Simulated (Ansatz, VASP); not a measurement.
## Cross-check of NiGe between VASP and Ansatz

Wanted: the spread between two codes on one cell, functional and k mesh. The structure shown is the end of the Ansatz relaxation below.

Method: plane waves, with VASP 6.6.1 beside it; single point at PBEsol, in Ansatz 0.2.0.

## (1) The structure

It takes space group Pnma (No. 62, orthorhombic). The conventional cell has a = 5.312 Å, b = 3.465 Å, c = 5.676 Å, α = 90.00°, β = 90.00°, γ = 90.00°. Nearest to Ge lie 6 Ni at 2.32 to 2.48 Å. Nearest to Ni lie 6 Ge at 2.32 to 2.48 Å. Farther neighbours are not listed.

## (2) Ansatz: relaxation, PBEsol

Ansatz runs on its PAW soft_1 files.

This run makes the geometry at which the two programs are then compared.

The input, input.yaml:

```yaml
crystal:
  lattice:
    - [5.3159236675, 0.0, 0.0]
    - [0.0, 3.4574510725, 0.0]
    - [0.0, 0.0, 5.67627093]
  atoms:
    - { symbol: Ge, position: [0.3113836, 0.75, 0.088944] }
    - { symbol: Ge, position: [0.1886164, 0.25, 0.588944] }
    - { symbol: Ge, position: [0.8113836, 0.75, 0.411056] }
    - { symbol: Ge, position: [0.6886164, 0.25, 0.911056] }
    - { symbol: Ni, position: [0.0071332, 0.25, 0.18917] }
    - { symbol: Ni, position: [0.4928668, 0.75, 0.68917] }
    - { symbol: Ni, position: [0.5071332, 0.25, 0.31083] }
    - { symbol: Ni, position: [0.9928668, 0.75, 0.81083] }
kpoints:
  mp_grid: { grid: [8, 13, 8] }
scf:
  occupations: { method: fermi_dirac, width: 0.05 }
hamiltonian:
  xc: pbesol
  pseudopotentials: { kind: paw, azcp: { folder: soft_1 }, xc_functional: pbe }
basis:
  ecutwfc: 600
output:
  forces: true
  stress: true
relax:
  f_tol: 0.005
  max_steps: 70
  cell: { stress_tol: 0.02, p_target: 0, fix: [c, alpha, beta, gamma] }
```

Run with:

```bash
$ ansatz run input.yaml --threads 4 --pin off --max-ram 10240MiB --backend cpu --events-out ev --progress --plain --runs-dir out
```

Numbers of over 12 decimals in the logs are rounded to 6 here.

What it wrote:

```text
Engine: ansatz 0.2.0, aarch64-unknown-linux-gnu
Pseudopotentials: kind: paw
Pseudopotential: Ge, paw, valence charge 14, recommended cutoff 420 eV (normal), soft_1/Ge.paw.azcp
Pseudopotential: Ni, paw, valence charge 18, recommended cutoff 420 eV (normal), soft_1/Ni.paw.azcp
Functional definition: PBEsol
  exchange = pbesol_x
  correlation = pbesol_c
Crystal: 8 atoms, lattice volume = 104.327 Å³
Basis set: ecut = 600 eV, 3471 PW (Γ), exchange–correlation on 90×60×96 points (8 copies of the dense FFT grid, shifted against one another)
Bands: 77, of which v1, the nominal top of the filled ones, is band 64 counted from 1 (63 counted from 0)
Symmetry: 8 space group operations
Space group: Pnma (ITA 62), of the structure as read, at distance tolerance 4.7e-5 Å
k-points: 175 of 832
Non-local potential: Ge, projectors of the file, l = 0: 2, l = 1: 2, l = 2: 3, l = 3: 1
Non-local potential: Ni, projectors of the file, l = 0: 3, l = 1: 2, l = 2: 3, l = 3: 1
PAW form: soft (Blöchl's): semilocal exchange-correlation on the pseudo side does not see the compensation charge
PAW frozen core: Ge, regenerated for the run's functional, and the local potential with it (the file was generated under x = pbe(κ = 0.804, μ = 0.219515), c = pbe(β = 0.066725))
PAW frozen core: Ni, regenerated for the run's functional, and the local potential with it (the file was generated under x = pbe(κ = 0.804, μ = 0.219515), c = pbe(β = 0.066725))
PAW one-centre angular grid: Ge, 590 points (default); XC on 64 Gauss nodes
PAW one-centre angular grid: Ni, 590 points (default); XC on 64 Gauss nodes
Initial density: superposition of atomic densities (chi_scale 0.1, normalization cell, long waves kept (reshape's long-wave potential 0.00 eV rms))
Initial wavefunctions: pseudopotential atomic-orbital guess
Functional: x = pbesol(κ = 0.804, μ = 0.123457), c = pbesol(β = 0.046)
SCF iter   1: F=—  HF=-40240.726587 eV  |F-HF|=—  |Δ(HF+E_count)|=         —  Δρ=1.52e-1  dr2=2.31e1  ethr=3.10e-3  ⟨swp⟩=4.3  Hψ=51222  notcnv=0  defer=245
preconditioner: auto → Kerker (q_TF=auto, 2.823 Å⁻¹)  [metal: Δε(μ)=0.023 eV  Ē_g=16.558 eV  σ=0.050 eV  W_gap=0.12  n_scr=38 (ndim 8)  ℏωp=35.6 eV  f_vac=0.000  D(μ)=2.15/eV (n_scr^D=10)]
SCF iter   2: F=—  HF=-40238.041340 eV  |F-HF|=—  |Δ(HF+E_count)|=    2.69e0  Δρ=4.75e-2  dr2=4.01e0  ethr=3.10e-3  ⟨swp⟩=3.0  Hψ=21844  notcnv=0  defer=825
SCF iter   3: F=—  HF=-40237.131681 eV  |F-HF|=—  |Δ(HF+E_count)|=   9.10e-1  Δρ=2.37e-2  dr2=1.08e0  ethr=3.10e-3  ⟨swp⟩=2.1  Hψ=16839  notcnv=0  defer=795
SCF iter   4: F=—  HF=-40236.936479 eV  |F-HF|=—  |Δ(HF+E_count)|=   1.95e-1  Δρ=1.09e-2  dr2=7.31e-2  ethr=8.42e-4  ⟨swp⟩=2.3  Hψ=18954  notcnv=0  defer=791
SCF iter   5: F=—  HF=-40236.929794 eV  |F-HF|=—  |Δ(HF+E_count)|=   6.69e-3  Δρ=5.49e-3  dr2=2.87e-2  ethr=5.71e-5  ⟨swp⟩=2.7  Hψ=27025  notcnv=0  defer=768
SCF iter   6: F=—  HF=-40236.927489 eV  |F-HF|=—  |Δ(HF+E_count)|=   2.30e-3  Δρ=1.11e-3  dr2=1.64e-3  ethr=2.24e-5  ⟨swp⟩=2.0  Hψ=14113  notcnv=0  defer=768
SCF iter   7: F=—  HF=-40236.927287 eV  |F-HF|=—  |Δ(HF+E_count)|=   2.02e-4  Δρ=3.45e-4  dr2=1.32e-4  ethr=1.28e-6  ⟨swp⟩=2.0  Hψ=21408  notcnv=0  defer=768
SCF iter   8: F=—  HF=-40236.927115 eV  |F-HF|=—  |Δ(HF+E_count)|=   1.73e-4  Δρ=1.39e-4  dr2=2.39e-5  ethr=1.03e-7  ⟨swp⟩=2.0  Hψ=21334  notcnv=0  defer=768
SCF iter   9: F=—  HF=-40236.927150 eV  |F-HF|=—  |Δ(HF+E_count)|=   3.56e-5  Δρ=2.85e-5  dr2=5.67e-7  ethr=1.87e-8  ⟨swp⟩=2.1  Hψ=21216  notcnv=0  defer=768
SCF iter  10: F=-40236.927150 eV  HF=-40236.927150 eV  |F-HF|=1.24e-8  |Δ(HF+E_count)|=   1.75e-7  Δρ=6.31e-6  dr2=3.33e-8  ethr=7.81e-11  ⟨swp⟩=4.3  Hψ=48395  notcnv=0
SCF 1 converged in 10 iterations: F = -40236.927150 eV  dr2 = 3.33e-8
  greatest PAW one-centre occupation: 1.001 electrons in one spin orbital (limit 2), on the Ni atom at site 6 (counted from 0), in its partial waves of l = 1
relax step   1: F+E_penalty+E_count = -40236.92715002 eV  Δ(F+E_penalty+E_count) = +0.000e0 eV  max|allowed force component| = 6.247e-2 eV/Å  Δτ_max = 0.0000 Å  P = +0.790 GPa  Ω = 104.327 Å³  fix = [c, alpha, beta, gamma]  reactions: c +1.938 GPa  (10 SCF iters, dr2 threshold 1.00e-7 eV, accepted)
[...]
relax step   3: F+E_penalty+E_count = -40236.92898572 eV  Δ(F+E_penalty+E_count) = -5.920e-4 eV  max|allowed force component| = 1.212e-3 eV/Å  Δτ_max = 0.0060 Å  P = +0.433 GPa  Ω = 104.462 Å³  energy of the carried Pulay correction = -1.859e-5 eV  fix = [c, alpha, beta, gamma]  reactions: c +1.266 GPa  (6 SCF iters, dr2 threshold 1.02e-7 eV, accepted)
[...]
relax step   4: F+E_penalty+E_count = -40236.92898642 eV  Δ(F+E_penalty+E_count) = -7.002e-7 eV  max|allowed force component| = 1.020e-3 eV/Å  Δτ_max = 0.0003 Å  P = +0.408 GPa  Ω = 104.479 Å³  energy of the carried Pulay correction = -2.101e-5 eV  fix = [c, alpha, beta, gamma]  reactions: c +1.245 GPa  (6 SCF iters, dr2 threshold 1.83e-9 eV, accepted)
[...]
relax step   5: F+E_penalty+E_count = -40236.92900489 eV  Δ(F+E_penalty+E_count) = -1.847e-5 eV  max|allowed force component| = 1.023e-3 eV/Å  Δτ_max = 0.0000 Å  P = +0.408 GPa  Ω = 104.479 Å³  fix = [c, alpha, beta, gamma]  reactions: c +1.244 GPa  stress off target by 1.73e-2 GPa on what of the cell is left free  SCF on the basis re-selected at this cell (its energy is not comparable with the rows above)  (7 SCF iters)
basis re-selected at this cell: Δ(F+E_penalty+E_count) = -1.847e-5 eV, ΔP = -0.000 GPa vs the last step (what re-selecting the basis moved, of the pressure what is left beyond the Pulay correction that the steps carried, after the strain that the cell walked since its last selection, with what the two solves' SCF thresholds leave and, on support functions, any second-order correction that the steps lacked; it is no m [...]
SCF converged after 7 iterations
Free energy (F): -40236.929005 eV
Harris-Foulkes:  -40236.929005 eV  (|F-HF|=7.28e-12)
Internal energy: -40236.910576 eV  (E = F + TS)
E sigma→0 (E₀):  -40236.919790 eV
Entropy (-TS):   -0.018429 eV (-2.304 meV/atom)
Fermi energy:    15.749115 eV
--- Per-component energies (eV) ---
  E_band       = -1540.785490
  E_kinetic    = 1748.204886
  E_local      = -19495.362906  (includes V_loc(G=0)·N_el)
  E_nonlocal   = 419.308522
  E_hartree    = 10103.547978
  E_xc         = -740.000850
  E_vxc        = -851.431918  (∫ρ·V_xc dr)
  E_paw        = -14385.584683  (= ΣΔE_a)
  E_vpaw       = -3568.601085  (= ΣTr[D̂ρ^β])
  E_aug_tail   = 0.001030  (compensation charges beyond the density's cutoff)
  E_ewald      = -17891.485460
  E_core_change = 4.460908  (= ΣΔE_core)
  E_smearing   = -0.018429  (= −TS)
  E_closure    = 0.000000  (closes the sum)
  Σ components = -40236.929005   (vs F -40236.929005, Δ=0.00e0)
--- Forces (eV/Å), atoms counted from 1 ---
  atom   1  Ge    -0.00003102     0.00000000     0.00038170
  atom   2  Ge     0.00003102    -0.00000000     0.00038170
  atom   3  Ge    -0.00003102     0.00000000    -0.00038170
  atom   4  Ge     0.00003102    -0.00000000    -0.00038170
  atom   5  Ni     0.00001564     0.00000000     0.00102277
  atom   6  Ni    -0.00001564     0.00000000     0.00102277
  atom   7  Ni     0.00001564    -0.00000000    -0.00102277
  atom   8  Ni    -0.00001564    -0.00000000    -0.00102277
  max |Σ_I F_I| component: 1.73e-18 eV/Å
--- Stress (GPa, compression-positive) ---
       -0.017258      -0.000000       0.000000
       -0.000000      -0.003706      -0.000000
        0.000000      -0.000000       1.244463
  P = ⅓ Tr σ = 0.4078 GPa (4.078 kbar)
--- Relaxed structure (4 steps of the walk, 4 accepted, 1 SCFs on fresh bases) ---
  F+E_penalty+E_count = -40236.92900489 eV   max|allowed force component| = 1.023e-3 eV/Å   (the final SCF, on the basis selected at the relaxed cell)
  cell:  # Å, volume = 104.4793 Å³
    - [5.311922, 0.0, 0.0]
    - [0.0, 3.465097, 0.0]
    - [0.0, 0.0, 5.67627093]
  atoms:
    - { symbol: Ge, position: [0.311996, 0.75, 0.090683] }
    - { symbol: Ge, position: [0.188004, 0.250000, 0.590683] }
    - { symbol: Ge, position: [0.811996, 0.75, 0.409317] }
    - { symbol: Ge, position: [0.688004, 0.250000, 0.909317] }
    - { symbol: Ni, position: [0.00766136, 0.250000, 0.188187] }
    - { symbol: Ni, position: [0.492339, 0.75, 0.688187] }
    - { symbol: Ni, position: [0.507661, 0.250000, 0.311813] }
    - { symbol: Ni, position: [0.992339, 0.75, 0.811813] }
```

## (3) VASP: single point, PBEsol, pair 1

The same cell, functional, mesh and smearing now go to VASP, with its own data sets.

Lines of VASP's logs that name or quote its potential files are left out, and so is its time.

The input, INCAR:

```
SYSTEM = NiGe
PREC = Accurate
ENCUT = 600
EDIFF = 1E-06
NELM = 120
ISMEAR = -1
SIGMA = 0.05
LREAL = .FALSE.
ALGO = Normal
GGA = PS
NBANDS = 59
LASPH = .TRUE.
LORBIT = 11
LWAVE = .FALSE.
LCHARG = .FALSE.
ISIF = 2
GGA_COMPAT = .FALSE.
KPAR = 2
```

The input, POSCAR:

```
NiGe
1.0
    5.3119216999      0.0000000000      0.0000000000
    0.0000000000      3.4650971460      0.0000000000
    0.0000000000      0.0000000000      5.6762709300
Ge Ni
4 4
Direct
    0.3119960499      0.7500000000      0.0906826931
    0.1880039501      0.2500000000      0.5906826931
    0.8119960499      0.7500000000      0.4093173069
    0.6880039501      0.2500000000      0.9093173069
    0.0076613599      0.2500000000      0.1881873658
    0.4923386401      0.7500000000      0.6881873658
    0.5076613599      0.2500000000      0.3118126342
    0.9923386401      0.7500000000      0.8118126342
```

The input, KPOINTS:

```
Automatic mesh
0
Gamma
8 13 8
0 0 0
```

Potentials, in the order of the species: Ge_d and Ni (PBE family, release 64).

Run with:

```bash
$ mpirun -np 2 vasp_std
```

What it wrote:

```text
[banner, memory and clock lines left out]
running    2 mpi-ranks, on    1 nodes
 distrk:  each k-point on    1 cores,    2 groups
 distr:  one band on    1 cores,    1 groups

 POSCAR found type information on POSCAR GeNi
 POSCAR found :  2 types and       8 ions
|                                                                             |
|               ----> ADVICE to this user running VASP <----                  |
|                                                                             |
|     You enforced a specific xc type in the INCAR file but a different       |
|     [... a line on the potential file left out ...]
|     I HOPE YOU KNOW WHAT YOU ARE DOING!                                     |
|                                                                             |

 LDA part: xc-table for (Slater+PW92), standard interpolation
 POSCAR, INCAR and KPOINTS ok, starting setup
 FFT: planning ... GRIDC
 FFT: planning ... GRID_SOFT
 FFT: planning ... GRID
 WAVECAR not read
 entering main loop
       N       E                     dE             d eps       ncg     rms          rms(c)
DAV:   1     0.108492088365E+04    0.10849E+04   -0.43580E+04 24342   0.472E+03
DAV:   2     0.185381432478E+03   -0.89954E+03   -0.85640E+03 20650   0.106E+03
DAV:   3    -0.343434962138E+02   -0.21972E+03   -0.20921E+03 20664   0.293E+02
DAV:   4    -0.526361598345E+02   -0.18293E+02   -0.17911E+02 23078   0.956E+01
DAV:   5    -0.531327340244E+02   -0.49657E+00   -0.49502E+00 22656   0.178E+01    0.246E+01
DAV:   6    -0.606648862688E+02   -0.75322E+01   -0.89852E+01 24072   0.100E+02    0.335E+01
DAV:   7    -0.473236608897E+02    0.13341E+02   -0.32477E+01 22371   0.679E+01    0.349E+00
DAV:   8    -0.473773200516E+02   -0.53659E-01   -0.38736E+00 24785   0.135E+01    0.336E+00
DAV:   9    -0.472902611730E+02    0.87059E-01   -0.69069E-01 24382   0.783E+00    0.684E-01
DAV:  10    -0.472881896526E+02    0.20715E-02   -0.55255E-02 22104   0.253E+00    0.332E-01
DAV:  11    -0.472878869714E+02    0.30268E-03   -0.53038E-03 28692   0.545E-01    0.134E-01
DAV:  12    -0.472879280202E+02   -0.41049E-04   -0.36794E-04 26981   0.152E-01    0.470E-02
DAV:  13    -0.472879111813E+02    0.16839E-04   -0.50071E-05 26004   0.832E-02    0.624E-03
DAV:  14    -0.472879111669E+02    0.14392E-07   -0.11951E-05 19450   0.198E-02    0.409E-03
DAV:  15    -0.472879110951E+02    0.71743E-07   -0.39543E-07 11516   0.522E-03
   1 F= -.47287911E+02 E0= -.47278697E+02  d E =-.184275E-01
```

OUTCAR, selected parts (step 3):

```text
ion  position               nearest neighbor table
   1  0.312  0.750  0.091-   8 2.32   7 2.38   7 2.38   5 2.43   5 2.43   6 2.48   4 2.84   4 2.84

  LATTYP: Found a simple orthorhombic cell.
 ALAT       =     3.4650971460
 B/A-ratio  =     1.5329791565
 C/A-ratio  =     1.6381275014

 Subroutine GETGRP returns: Found  8 space group operations
 (whereof  2 operations were pure point group operations)

The static configuration has the point symmetry S_2 .
 The point group associated with its full space group is D_2h.

 Found    175 irreducible k-points:

   k-points           NKPTS =    175   k-points in BZ     NKDIM =    175   number of bands    NBANDS=     59

   dimension x,y,z NGX =    42 NGY =   28 NGZ =   48
   dimension x,y,z NGXF=    84 NGYF=   56 NGZF=   96

   ENCUT  =  600.0 eV  44.10 Ry    6.64 a.u.  10.61  6.92 11.34*2*pi/ulx,y,z

   NELECT =      96.0000    total number of electrons

 k-points in reciprocal lattice and weights: Automatic mesh
   0.00000000  0.00000000  0.00000000       0.001
   0.12500000  0.00000000  0.00000000       0.002
   0.25000000  0.00000000  0.00000000       0.002
   0.37500000  0.00000000  0.00000000       0.002
   0.50000000  0.00000000  0.00000000       0.001
   0.00000000  0.07692308  0.00000000       0.002
   0.12500000  0.07692308  0.00000000       0.005
   0.25000000  0.07692308  0.00000000       0.005
   0.37500000  0.07692308  0.00000000       0.005
[...]
0.37500000  0.46153846  0.50000000       0.005
   0.50000000  0.46153846  0.50000000       0.002

 average (electrostatic) potential at core
       1 -69.8507       2 -69.8507       3 -69.8507       4 -69.8507       5 -82.4062
       6 -82.4062       7 -82.4062       8 -82.4062

 E-fermi :   9.1102

 k-point     1 :       0.0000    0.0000    0.0000
  band No.  band energies     occupation
    ...
     44       7.3384      2.00000
     45       7.5327      2.00000
     46       7.9801      2.00000
     47       8.0422      2.00000
     48       8.2574      2.00000
     49       9.8536      0.00000
     50       9.9445      0.00000
     51      13.0083      0.00000
     52      13.1698      0.00000
     53      13.4397      0.00000
    ...

 k-point     2 :       0.1250    0.0000    0.0000
  band No.  band energies     occupation
    ...
     44       7.3720      2.00000
     45       7.4947      2.00000
     46       7.9574      2.00000
     47       8.2622      2.00000
     48       8.2888      2.00000
     49      10.0799      0.00000
     50      10.3579      0.00000
     51      12.9702      0.00000
     52      13.0792      0.00000
     53      13.2813      0.00000
    ...

 k-point     3 :       0.2500    0.0000    0.0000
  band No.  band energies     occupation
    ...
     44       7.4015      2.00000
     45       7.4448      2.00000
     46       7.7766      2.00000
     47       8.4927      1.99999
     48       8.8608      1.98646
     49      10.6505      0.00000
     50      11.3537      0.00000
     51      12.2949      0.00000
     52      12.5557      0.00000
     53      13.2670      0.00000
    ...

  Total        0.1301515      0.0662013      0.9115242     -0.0000000      0.0000000      0.0000000
  in kB        1.9958583      1.0151885     13.9781136     -0.0000000      0.0000000      0.0000000
  external PRESSURE =       5.6630535 kB  Pullay stress =       0.0000000 kB

  energy-cutoff  :      600.00
  volume of cell :      104.48
      direct lattice vectors                 reciprocal lattice vectors
     5.311921700  0.000000000  0.000000000     0.188255787  0.000000000  0.000000000
     0.000000000  3.465097146  0.000000000     0.000000000  0.288592198  0.000000000
     0.000000000  0.000000000  5.676270930     0.000000000  0.000000000  0.176172000

 POSITION                                       TOTAL-FORCE (eV/Angst)
 -----------------------------------------------------------------------------------
      1.65730      2.59882      0.51474        -0.001820     -0.000000      0.003547
      0.99866      0.86627      3.35287         0.001820      0.000000      0.003547
      4.31326      2.59882      2.32340        -0.001820      0.000000     -0.003547
      3.65462      0.86627      5.16153         0.001820     -0.000000     -0.003547
      0.04070      0.86627      1.06820         0.006577      0.000000      0.001671
      2.61526      2.59882      3.90634        -0.006577     -0.000000      0.001671
      2.69666      0.86627      1.76993         0.006577      0.000000     -0.001671
      5.27123      2.59882      4.60807        -0.006577     -0.000000     -0.001671
 -----------------------------------------------------------------------------------
    total drift:                                0.000000      0.000000     -0.000000

  FREE ENERGIE OF THE ION-ELECTRON SYSTEM (eV)
  ---------------------------------------------------
  free  energy   TOTEN  =       -47.2879110951 eV

  energy  without entropy=      -47.2694836427  energy(sigma->0) =      -47.27869737

 total charge
# of ion       s       p       d       tot
------------------------------------------
    1        1.137   1.209  10.094  12.440
    2        1.137   1.209  10.094  12.440
    3        1.137   1.209  10.094  12.440
    4        1.137   1.209  10.094  12.440
    5        0.469   0.561   8.461   9.491
    6        0.469   0.561   8.461   9.491
    7        0.469   0.561   8.461   9.491
    8        0.469   0.561   8.461   9.491
--------------------------------------------------
tot          6.425   7.078  74.222  87.724

[... 3 further parts left out ...]
```

The run ends at a pressure of 0.57 GPa, with forces up to 0.0068 eV/Å.

## (4) Differences

Known differences besides the potentials themselves: the data sets hold 128 valence electrons in Ansatz (on its PAW soft_1 files) and 96 in VASP; Ansatz makes its cores anew for this functional, VASP keeps those of its PBE data sets; Ansatz's pressure holds a Pulay correction, VASP's none. Total energies have different zeros and are not compared.

Both answers:

```
      quantity  Ansatz  VASP  difference
pressure (GPa)    0.41  0.57       -0.16
```

At this near-relaxed geometry the largest component of a force difference is 7 meV/Å.

[end of part 1 of 2]

[Lines on the potential files, build, host, timing and source positions are cut from VASP's logs without a mark.]

[Logs are printed without paths, hosts, clocks, repeated set-up lines and the standing remarks that a program may print on its own settings, such as how far it seeks lower states.]

[Hosts, paths, dates, database ids (printed as entryN), source tags and the programs' standing remarks are cut or masked in the printed files.]
